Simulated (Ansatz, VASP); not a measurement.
## MgBeTe3 in VASP and in Ansatz

```
CELL_PARAMETERS angstrom
3.76383 0.00000 0.00000
0.00000 3.76383 0.00000
0.00000 0.00000 8.43556
ATOMIC_POSITIONS crystal
Mg 0.00000 0.00000 0.00000
Be 0.50000 0.50000 0.50000
Te 0.50000 0.50000 0.80825
Te 0.50000 0.50000 0.19175
Te 0.00000 0.00000 0.50000
```

Alike in both runs: functional PBE; k mesh 10 × 10 × 6; occupations gaussian, width 0.1 eV; no spin polarisation.

Ansatz relaxed the structure, and its values are those at the end. VASP's run is a single point on that final structure, the one shown.

```csv
,VASP,Ansatz
version,VASP 6.6.1,Ansatz 0.2.0
potentials or method,"VASP PAW PBE potentials, release 64 (Mg, Be, Te)","scalar-relativistic, plane waves, PAW"
plane-wave cutoff (eV),520,420
valence electrons in the cell,22,60
```

Ansatz gave:

* gap on the k mesh at the Fermi level (eV): none
* pressure (GPa): 0.0
* rms of the force components (eV/Å): 0.000

Task: What did VASP give for the same quantities?

Result: gap on the k mesh at the Fermi level (eV): none; pressure (GPa): 0.0; rms of the force components (eV/Å): 0.004.

A gap of «none» marks a metal or a gap that the smearing closes. The functional is the same, so the differences come from potentials, cutoffs and numerics. The two sets of potentials don't hold the same shells in valence.

Spin-orbit coupling is left out, which matters for the levels of Te.
